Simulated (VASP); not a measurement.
Method: PBE GGA + U (Dudarev), VASP's PBE PAW potentials (set 64) (plane waves; VASP).

The input files of a VASP run:

### KPOINTS
```
K-points
0
G
 7 7 4
```

File POSCAR:
```
ZnO
1
    1.6575000000    -2.8708750000     0.0000000000
    1.6575000000     2.8708750000     0.0000000000
    0.0000000000     0.0000000000     5.3142000000
Zn O
2 2
Direct
  0.6666670000   0.3333330000   0.5000000000
  0.3333330000   0.6666670000   0.0000000000
  0.6666670000   0.3333330000   0.8820000000
  0.3333330000   0.6666670000   0.3820000000
```

**INCAR**
```
LDAUJ=0 0
LREAL=F   # projection in real space or not
LDAU=T
PREC=Accurate
LMAXMIX=4
SIGMA=0.05   # width (eV)
ALGO=Normal
LCHARG=F
LORBIT=10
SYSTEM=ZnO
LDAUU=2.0 0
EDIFF=1E-6   # SCF stop (eV)
ISMEAR=0   # Gaussian
ISIF=2
GGA=PE   # PBE
LASPH=T
LWAVE=F
LDAUPRINT=1
ENCUT=520   # plane-wave cut-off (eV)
LDAUTYPE=2
LDAUL=2 -1
NELM=100   # most electronic steps
```

POTCAR, in this order: Zn O (PBE.64 set). Program: vasp_std.

The resulting files:

**OSZICAR**
```
       N       E                     dE             d eps       ncg     rms          rms(c)
DAV:   1     0.286149685734E+03    0.28615E+03   -0.19037E+04  1056   0.237E+03
DAV:   2     0.976805656758E+01   -0.27638E+03   -0.26707E+03  1140   0.439E+02
DAV:   3    -0.203170848938E+02   -0.30085E+02   -0.29878E+02  1212   0.154E+02
DAV:   4    -0.208717498399E+02   -0.55466E+00   -0.55413E+00  1164   0.226E+01
DAV:   5    -0.208755535227E+02   -0.38037E-02   -0.38036E-02  1212   0.176E+00    0.144E+01
DAV:   6    -0.175663654287E+02    0.33092E+01   -0.12027E+01  1890   0.795E+01    0.887E+00
DAV:   7    -0.177360919425E+02   -0.16973E+00   -0.27084E+00  1100   0.187E+01    0.518E+00
DAV:   8    -0.177538922972E+02   -0.17800E-01   -0.72217E-01  1398   0.748E+00    0.176E+00
DAV:   9    -0.177011707878E+02    0.52722E-01   -0.17139E-01  1544   0.724E+00    0.290E-01
DAV:  10    -0.177036390718E+02   -0.24683E-02   -0.37151E-02  1094   0.195E+00    0.104E-01
DAV:  11    -0.177039350874E+02   -0.29602E-03   -0.16692E-03  1460   0.989E-01    0.106E-01
DAV:  12    -0.177038155208E+02    0.11957E-03   -0.60740E-04  1576   0.474E-01    0.205E-02
DAV:  13    -0.177038322477E+02   -0.16727E-04   -0.86737E-05  1092   0.105E-01    0.187E-02
DAV:  14    -0.177038301575E+02    0.20902E-05   -0.18571E-05  1180   0.397E-02    0.311E-03
DAV:  15    -0.177038301162E+02    0.41315E-07   -0.23727E-06   876   0.147E-02
   1 F= -.17703830E+02 E0= -.17703830E+02  d E =-.302439E-12
```

File OUTCAR:
```
------------------------ aborting loop because EDIFF is reached ----------------------------------------
  FORCE on cell =-STRESS in cart. coord.  units (eV):
  Direction    XX          YY          ZZ          XY          YZ          ZX
  --------------------------------------------------------------------------------------
  Total       -1.4441569     -1.4441577     -1.3296058      0.0000000     -0.0000000      0.0000000
  in kB      -45.7498061    -45.7498312    -42.1209129      0.0000000     -0.0000000      0.0000000
  external PRESSURE =     -44.5401834 kB  Pullay stress =       0.0000000 kB
  volume of cell :       50.57
      direct lattice vectors                 reciprocal lattice vectors
     1.657500000 -2.870875000  0.000000000     0.301659125 -0.174162929  0.000000000
     1.657500000  2.870875000  0.000000000     0.301659125  0.174162929  0.000000000
     0.000000000  0.000000000  5.314200000     0.000000000  0.000000000  0.188175078
  FREE ENERGIE OF THE ION-ELECTRON SYSTEM (eV)
  ---------------------------------------------------
  free  energy   TOTEN  =       -17.7038301162 eV

  energy  without entropy=      -17.7038301162  energy(sigma->0) =      -17.70383012

 total charge

# of ion       s       p       d       tot
------------------------------------------
    1        0.438   0.433   9.921  10.791
    2        0.438   0.433   9.921  10.791
    3        1.549   3.426   0.000   4.975
    4        1.549   3.426   0.000   4.975
--------------------------------------------------
tot          3.975   7.718  19.841  31.533
```
(Selected blocks of OUTCAR.)

OUTCAR:
```
 val. band max:        0.4532537676   @ k =   0.0000   0.0000   0.0000

 cond. band min:       1.3909754226   @ k =   0.0000   0.0000   0.0000


 Fermi energy:         0.6805943874

 k-point     1 :       0.0000    0.0000    0.0000
  band No.  band energies     occupation
      1     -16.9488      2.00000
      2     -16.3395      2.00000
      3      -5.4566      2.00000
      4      -5.4566      2.00000
      5      -5.3998      2.00000
      6      -5.2939      2.00000
      7      -5.2939      2.00000
      8      -4.6684      2.00000
      9      -4.5722      2.00000
     10      -4.5722      2.00000
     11      -4.4001      2.00000
     12      -4.4001      2.00000
     13      -3.9406      2.00000
     14      -0.2360      2.00000
     15      -0.2360      2.00000
     16       0.4057      2.00000
     17       0.4532      2.00000
     18       0.4533      2.00000
     19       1.3910      0.00000
     20       5.6602      0.00000
     21       8.6893      0.00000
     22      13.1977      0.00000

 k-point     2 :       0.1429   -0.0000    0.0000
  band No.  band energies     occupation
      1     -16.8557      2.00000
      2     -16.3000      2.00000
      3      -5.5026      2.00000
      4      -5.3996      2.00000
      5      -5.3465      2.00000
      6      -5.2677      2.00000
      7      -5.2126      2.00000
      8      -4.7187      2.00000
      9      -4.6071      2.00000
     10      -4.5755      2.00000
     11      -4.3919      2.00000
     12      -4.2384      2.00000
     13      -3.8406      2.00000
     14      -0.9300      2.00000
     15      -0.4877      2.00000
     16      -0.4773      2.00000
     17       0.2840      2.00000
     18       0.3252      2.00000
     19       2.5707      0.00000
     20       6.4058      0.00000
     21       8.6812      0.00000
     22      11.5727      0.00000

 k-point     3 :       0.2857   -0.0000    0.0000
  band No.  band energies     occupation
      1     -16.6299      2.00000
...
```

The compound is ZnO in the wurtzite structure. The cell was not relaxed at this level. The run is one of a series of settings (LDAU = .TRUE., LDAUJ = 0 0, LDAUL = 2 -1, LDAUTYPE = 2, LDAUU = 2.0 0 against the base run), some of them coarse on purpose.
